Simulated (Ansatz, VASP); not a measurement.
# Cross-check of TiO2 (Rutile) between VASP and Ansatz, part 3 of 3

Aim: how closely do two programs agree when they are given the same cell, functional and k mesh? The cell is taken from a series of runs on this material, whose earlier steps may have relaxed, scaled, displaced or heated it; both programs get it as it stands.

VASP 6.6.1 and Ansatz 0.2.0.

So far: The starting structure; VASP: zone-centre phonons, LDA.

## 3. Ansatz: zone-centre phonons, LDA

Level of this step: Ansatz beside VASP: Kohn-Sham DFT, plane waves, LDA (Ansatz).

Ansatz runs on its default PAW (the set named soft_2) files.

The same cell, functional (in two slightly different forms) and mesh now go to Ansatz.

Contents of input.yaml:

```yaml
crystal:
  lattice:
    - [4.5000315363, 0.0, 0.0]
    - [0.0, 4.5000315363, 0.0]
    - [0.0, 0.0, 2.8858955258]
  atoms:
    - { symbol: Ti, position: [0.0, 0.0, 0.0] }
    - { symbol: Ti, position: [0.5, 0.5, 0.5] }
    - { symbol: O, position: [0.3031212216, 0.3031212216, 0.0] }
    - { symbol: O, position: [0.1968787784, 0.8031212216, 0.5] }
    - { symbol: O, position: [0.6968787784, 0.6968787784, 0.0] }
    - { symbol: O, position: [0.8031212216, 0.1968787784, 0.5] }
kpoints:
  mp_grid: { grid: [4, 4, 6] }
hamiltonian:
  xc: lda
scf:
  occupations: { method: fixed }
output:
  eigenvalues: true
basis:
  ecutwfc: 260.0
phonons:
  method: dfpt
  dielectric: true
  rigid_motions: translations
```

Command:

```console
$ ansatz run input.yaml --threads 4 --pin off --max-ram 15360MiB --backend cpu --events-out ev --progress --plain --runs-dir out
```

Numbers of over 12 decimals in the logs are rounded to 6 here.

Log:

```text
Warning: basis.ecutwfc = 260 eV is below the records' recommended 420 eV, and the density's cutoff is lower with it unless basis.ecutrho_ratio is high enough to keep the records' density cutoff: compare with a run at a higher cutoff
Engine: ansatz 0.2.0, aarch64-unknown-linux-gnu
Pseudopotentials: kind: paw
Pseudopotential: Ti, paw, valence charge 12, recommended cutoff 420 eV (normal), Ti.paw.azcp
Pseudopotential: O, paw, valence charge 6, recommended cutoff 420 eV (normal), O.paw.azcp
Functional definition: SPW92
  exchange = slater_x
  correlation = pw_c
Crystal: 6 atoms, lattice volume = 58.440 Å³
Basis set: ecut = 260 eV, 563 PW (Γ), exchange–correlation on 48×48×32 points (8 copies of the dense FFT grid, shifted against one another)
Bands: 30, of which v1, the nominal top of the filled ones, is band 24 counted from 1 (23 counted from 0)
Symmetry: 16 space group operations
k-points: 52 of 96 (irreducible under 1 space group operation, time reversal used)
Non-local potential: Ti, projectors of the file, l = 0: 3, l = 1: 2, l = 2: 3, l = 3: 1
Non-local potential: O, projectors of the file, l = 0: 2, l = 1: 2, l = 2: 1
PAW form: soft (Blöchl's): semilocal exchange-correlation on the pseudo side does not see the compensation charge
PAW frozen core: Ti, regenerated for the run's functional, and the local potential with it (the file was generated under x = pbe(κ = 0.804, μ = 0.219515), c = pbe(β = 0.066725))
PAW frozen core: O, regenerated for the run's functional, and the local potential with it (the file was generated under x = pbe(κ = 0.804, μ = 0.219515), c = pbe(β = 0.066725))
PAW one-centre angular grid: Ti, 590 points (default); XC on 64 Gauss nodes
PAW one-centre angular grid: O, 110 points (default); XC on 64 Gauss nodes
Initial density: superposition of atomic densities (neutral atoms: chi_scale 0, normalization atom), corrected by the library's trained network
Initial wavefunctions: pseudopotential atomic-orbital guess
Functional: x = slater, c = lda
SCF iter   1: F=—  HF=-7123.574378 eV  |F-HF|=—  |Δ(HF+E_count)|=         —  Δρ=6.75e-2  dr2=1.29e0  ethr=1.77e-3  ⟨swp⟩=3.7  Hψ=5779  notcnv=0  defer=138
preconditioner: auto → Resta (q_TF=auto, 2.640 Å⁻¹)  ε∞=9.1  [insulator: Δε(μ)=1.514 eV  Ē_g=9.647 eV  n_scr=18 (ndim 8)  ℏωp=27.5 eV  f_vac=0.005  ε∞_Penn≈9.1]
SCF iter   2: F=—  HF=-7123.179743 eV  |F-HF|=—  |Δ(HF+E_count)|=   3.95e-1  Δρ=2.26e-2  dr2=1.70e-1  ethr=1.77e-3  ⟨swp⟩=2.0  Hψ=2928  notcnv=0  defer=175
SCF iter   3: F=—  HF=-7123.131996 eV  |F-HF|=—  |Δ(HF+E_count)|=   4.77e-2  Δρ=1.09e-2  dr2=1.66e-2  ethr=3.53e-4  ⟨swp⟩=3.0  Hψ=2859  notcnv=0  defer=171
SCF iter   4: F=—  HF=-7123.130073 eV  |F-HF|=—  |Δ(HF+E_count)|=   1.92e-3  Δρ=5.01e-3  dr2=3.46e-3  ethr=3.45e-5  ⟨swp⟩=3.0  Hψ=2415  notcnv=0  defer=208
SCF iter   5: F=—  HF=-7123.129799 eV  |F-HF|=—  |Δ(HF+E_count)|=   2.73e-4  Δρ=1.12e-3  dr2=1.63e-4  ethr=7.22e-6  ⟨swp⟩=2.0  Hψ=2203  notcnv=0  defer=208
SCF iter   6: F=—  HF=-7123.129784 eV  |F-HF|=—  |Δ(HF+E_count)|=   1.54e-5  Δρ=1.23e-4  dr2=1.59e-6  ethr=3.39e-7  ⟨swp⟩=2.0  Hψ=2309  notcnv=0  defer=81
SCF iter   7: F=—  HF=-7123.129786 eV  |F-HF|=—  |Δ(HF+E_count)|=   1.59e-6  Δρ=8.78e-6  dr2=1.03e-8  ethr=3.30e-9  ⟨swp⟩=2.1  Hψ=2711  notcnv=0  defer=81
SCF iter   8: F=—  HF=-7123.129786 eV  |F-HF|=—  |Δ(HF+E_count)|=   2.53e-9  Δρ=6.70e-7  dr2=2.52e-10  ethr=2.15e-11  ⟨swp⟩=2.0  Hψ=2098  notcnv=0  defer=81
SCF iter   9: F=-7123.129786 eV  HF=-7123.129786 eV  |F-HF|=0.00e0  |Δ(HF+E_count)|=  4.46e-11  Δρ=1.31e-7  dr2=8.31e-12  ethr=1.00e-12  ⟨swp⟩=10.2  Hψ=7726  notcnv=0
SCF 1 converged in 9 iterations: F = -7123.129786 eV  dr2 = 8.31e-12
  greatest PAW one-centre occupation: 1.017 electrons in one spin orbital (limit 2), on the Ti atom at site 0 (counted from 0), in its partial waves of l = 1
DFPT response loops at Γ: preconditioner auto → Resta (q_TF=auto, 2.640 Å⁻¹)  ε∞=5.6 (no band partly filled); β = 1.00, the filter's whole step (`scf.mixing.beta` (0.50) is not read by the response loops at its default; to damp them type it under 1.00, their step now; it binds the ground state too); Broyden in place of MSR1
── the response to a field inside a basis, on 6×6×8 k-points: an SCF that follows is theirs, and a resumed run solves both again ──
Bands: 25, of which v1, the nominal top of the filled ones, is band 24 counted from 1 (23 counted from 0)
k-points: 24 of 288
Initial density: handed on by an earlier stage of this run
Initial wavefunctions: pseudopotential atomic-orbital guess (no wavefunctions were taken with the density)
Eigensolver: Dense (24 Hₖ)
SCF iter   1: F=—  HF=-7128.650968 eV  |F-HF|=—  |Δ(HF+E_count)|=         —  Δρ=3.93e-2  dr2=2.88e-1  ethr=1.00e-1
preconditioner: auto → Resta (q_TF=auto, 2.640 Å⁻¹)  ε∞=10.5  [insulator: Δε(μ)=2.174 eV  Ē_g=8.910 eV  n_scr=18 (ndim 8)  ℏωp=27.5 eV  f_vac=0.012  ε∞_Penn≈10.5]
SCF iter   2: F=—  HF=-7128.527705 eV  |F-HF|=—  |Δ(HF+E_count)|=   1.23e-1  Δρ=1.36e-2  dr2=4.07e-2  ethr=5.99e-4
SCF iter   3: F=—  HF=-7128.515572 eV  |F-HF|=—  |Δ(HF+E_count)|=   1.21e-2  Δρ=7.30e-3  dr2=1.05e-2  ethr=8.48e-5
SCF iter   4: F=—  HF=-7128.514241 eV  |F-HF|=—  |Δ(HF+E_count)|=   1.33e-3  Δρ=2.10e-3  dr2=9.52e-4  ethr=2.20e-5
SCF iter   5: F=—  HF=-7128.514091 eV  |F-HF|=—  |Δ(HF+E_count)|=   1.50e-4  Δρ=1.47e-4  dr2=9.95e-6  ethr=1.98e-6
SCF iter   6: F=—  HF=-7128.514091 eV  |F-HF|=—  |Δ(HF+E_count)|=   1.58e-7  Δρ=2.77e-5  dr2=4.86e-7  ethr=2.07e-8
SCF iter   7: F=-7128.514091 eV  HF=-7128.514091 eV  |F-HF|=1.61e-8  |Δ(HF+E_count)|=   2.05e-8  Δρ=6.83e-6  dr2=3.97e-8  ethr=1.01e-9
SCF 1 converged in 7 iterations: F = -7128.514091 eV  dr2 = 3.97e-8
  greatest PAW one-centre occupation: 0.999 electrons in one spin orbital (limit 2), on the Ti atom at site 1 (counted from 0), in its partial waves of l = 0
DFPT response loops at Γ: preconditioner auto → Resta (q_TF=auto, 2.640 Å⁻¹)  ε∞=5.4 (no band partly filled); β = 1.00, the filter's whole step (`scf.mixing.beta` (0.50) is not read by the response loops at its default; to damp them type it under 1.00, their step now; it binds the ground state too); Broyden in place of MSR1
WARN: field response: ε∞ stands inside a basis, on 6×6×8 points; the force constants stand on the 4×4×6 k-mesh, whose period is 12.33 times the interband length at k = (0.0000, 0.0000, 0.0000), direct gap 1.886 eV, under 14: take them and everything formed from them as unconverged, and compare with a denser kpoints.mp_grid
SCF converged after 9 iterations
Free energy (F): -7123.129786 eV
Harris-Foulkes:  -7123.129786 eV  (|F-HF|=0.00e0)
Internal energy: -7123.129786 eV  (E = F + TS)
E sigma→0 (E₀):  -7123.129786 eV
Fermi energy:    9.745665 eV
--- Per-component energies (eV) ---
  E_band       = -362.459648
  E_kinetic    = 1280.005001
  E_local      = -2970.337764  (includes V_loc(G=0)·N_el)
  E_nonlocal   = 188.674909
  E_hartree    = 1126.721942
  E_xc         = -495.629855
  E_vxc        = -632.399909  (∫ρ·V_xc dr)
  E_paw        = -2576.131431  (= ΣΔE_a)
  E_vpaw       = -481.901999  (= ΣTr[D̂ρ^β])
  E_aug_tail   = 0.056231  (compensation charges beyond the density's cutoff)
  E_ewald      = -3677.528404
  E_core_change = 1.039587  (= ΣΔE_core)
  E_smearing   = -0.000000  (= −TS)
  E_closure    = 0.000000  (closes the sum)
  Σ components = -7123.129786   (vs F -7123.129786, Δ=0.00e0)
--- Band table (eV; the first three rows and the last of 52) ---
  k-point 0: bands = [... 20 lower, 8.9506, 9.1644, 9.1644, 9.7457, 11.6321, 11.9395, 12.3433, 12.3617, ... 2 higher]
  k-point 1: bands = [... 20 lower, 7.9384, 8.6818, 8.6818, 9.5949, 12.1194, 12.2596, 12.3752, 12.7762, ... 2 higher]
  k-point 2: bands = [... 20 lower, 7.5541, 8.2128, 8.2128, 8.6401, 12.2407, 12.7087, 13.1511, 13.4063, ... 2 higher]
  k-point 51: bands = [... 20 lower, 8.3131, 8.3131, 9.0837, 9.0837, 12.5501, 12.5501, 13.2080, 13.2080, ... 2 higher]
--- Phonons (Γ-DFPT): 4 representative perturbations + reference, on 52 of 96 k-points (Σ response iterations 13) ---
  k mesh reduced under 1 symmetry operation, with k and −k counted as one. Each operation leaves every solved perturbation unchanged. A smaller set is not considered because the run solves the response to a homogeneous field
  ASR residual: 4.269e-5 → 0.000e0 eV/Å²; symmetrization residual: 3.545e-6 eV/Å²
  ASR residual per site (eV/Å²): 4.27e-5 4.27e-5 2.17e-5 2.17e-5 2.17e-5 2.17e-5
  Γ frequencies (cm⁻¹): 0.00 0.00 0.00 140.35 147.00 147.00 147.34 238.29 413.26 413.26 452.25 452.47 512.27 512.27 528.45 528.45 663.93 891.86
  ε∞ (high-frequency dielectric tensor):
        7.503084     0.000000     0.000000
        0.000000     7.503084     0.000000
        0.000000     0.000000     8.704026
  ε⁰ (static dielectric tensor: ions relaxed, cell fixed):
      160.962077     0.000000    -0.000000
        0.000000   160.962077     0.000000
       -0.000000     0.000000   104.703596
  ε⁰ − ε∞ (ionic part):
      153.458992     0.000000    -0.000000
        0.000000   153.458992     0.000000
       -0.000000     0.000000    95.999570
  softest optical mode at Γ: 140.35 cm⁻¹; the repairs (sum rule, projections) moved no ω² at Γ by more than (1.25 cm⁻¹)²
  Born effective charges Z* (e; rows j = field, columns β = displacement):
    site 0:
         6.59029    1.08487    0.00000
         1.08487    6.59029    0.00000
         0.00000    0.00000    7.87889
    site 1:
         6.59029   -1.08487    0.00000
        -1.08487    6.59029    0.00000
         0.00000    0.00000    7.87889
    site 2:
        -3.29514   -1.91643   -0.00000
        -1.91643   -3.29514   -0.00000
        -0.00000   -0.00000   -3.93944
    site 3:
        -3.29514    1.91643    0.00000
         1.91643   -3.29514   -0.00000
        -0.00000   -0.00000   -3.93944
    site 4:
        -3.29514   -1.91643   -0.00000
        -1.91643   -3.29514   -0.00000
        -0.00000    0.00000   -3.93944
    site 5:
[...]
Z* charge neutrality: 1.483e-1 e pre-enforcement
  solved inside a basis spanned on kpoints, on 6×6×8 k-points, its susceptibility summed on 8×8×12: ε∞ is read to err by 5.6e-2, Z* by 2.6e-1 e (field_mesh: kpoints solves on kpoints); Z* is corrected for what the basis lacks
  optical modes at Γ without the LO–TO term, one row a degenerate level:
      ω (cm⁻¹)  modes    IR ((D/Å)²/amu)
[...]
optical modes at Γ + LO–TO along q̂ = [1.0000, 0.0000, 0.0000]:
      ω (cm⁻¹)  modes    IR ((D/Å)²/amu)
[...]
optical modes at Γ + LO–TO along q̂ = [0.0000, 1.0000, 0.0000]:
      ω (cm⁻¹)  modes    IR ((D/Å)²/amu)
[...]
optical modes at Γ + LO–TO along q̂ = [0.0000, 0.0000, 1.0000]:
      ω (cm⁻¹)  modes    IR ((D/Å)²/amu)
[...]
413.26      2            19.9977
        452.25      1             0.0000
        452.47      1             0.0000
        512.27      2             0.0000
        528.45      2            59.0119
        663.93      1             0.0000
        826.46      1           149.3548
        891.86      1             0.0000
```

Reading the cycles: dr2 is the Hartree energy of the density residual (eV), the measure of convergence; HF is the Harris–Foulkes estimate of the energy, which meets the free energy F at convergence.

## 4. Side by side

Known differences besides the potentials themselves: the two LDA forms differ slightly; fixed occupations in Ansatz, narrow Gaussian smearing in VASP; VASP's response is taken on the typed mesh, Ansatz refines its own for the field response alone; the cutoff is 260 eV in Ansatz and 600 eV in VASP; VASP's log shows a relativistic correction to its local exchange, Ansatz's none; Ansatz's log warns that its cutoff lies below the recommended one. Total energies have different zeros and are not compared.

Compared:

```csv
quantity,Ansatz,VASP,difference
ε∞ xx,7.50,7.61,-1.36 %
ε∞ yy,7.50,7.61,-1.36 %
ε∞ zz,8.70,8.87,-1.90 %
Born charge of Ti1 (mean of the diagonal) (e),7.02,6.83,+0.19
Born charge of O3 (mean of the diagonal) (e),-3.51,-3.42,-0.09
```

Zone-centre modes by rising frequency (cm⁻¹; imaginary ones negative):

```csv
program,modes
Ansatz,"0.0, 0.0, 0.0, 140.3, 147.0, 147.0, 147.3, 238.3, 413.3, 413.3, 452.2, 452.5, 512.3, 512.3, 528.5, 528.5, 663.9, 891.9"
VASP,"-0.7, -0.7, -0.6, 95.7, 129.3, 174.7, 174.7, 217.8, 416.4, 416.4, 422.1, 432.8, 495.6, 495.6, 516.5, 516.5, 653.9, 860.4"
```

The two lists differ in the order or number of single and degenerate modes, so they aren't paired one by one; the r.m.s. figure in the results sets the two lists side by side in order.

## 5. Outcome

```yaml
r_m_s_difference_of_the_optical_zone_centre_modes_each_program_s_sorted_by_frequency_zone_centre_phonons_lda: 22 cm⁻¹
difference_in_eps_infinity_zz_zone_centre_phonons_lda: -1.9 %
```

In words: The r.m.s. difference of the optical zone-centre modes, each program's sorted by frequency is 22 cm⁻¹ (zone-centre phonons, LDA). Among the rows given in per cent, the largest difference of the zone-centre phonons, LDA pair is in ε∞ zz, -1.9 %. Ansatz's own log doubts the convergence of its zone-centre phonons, LDA run, which may account for the difference. 1 further run of this series is not shown here. Such differences can come from data sets, numerical settings and the points named under the comparisons, not from the functional's error against experiment.

[Lines on the potential files, build, host, timing and source positions are cut from VASP's logs without a mark.]

[Logs are printed without paths, hosts, clocks, repeated set-up lines and the standing remarks that a program may print on its own settings, such as how far it seeks lower states.]

[Hosts, paths, dates, database ids (printed as entryN), source tags and the programs' standing remarks are cut or masked in the printed files.]
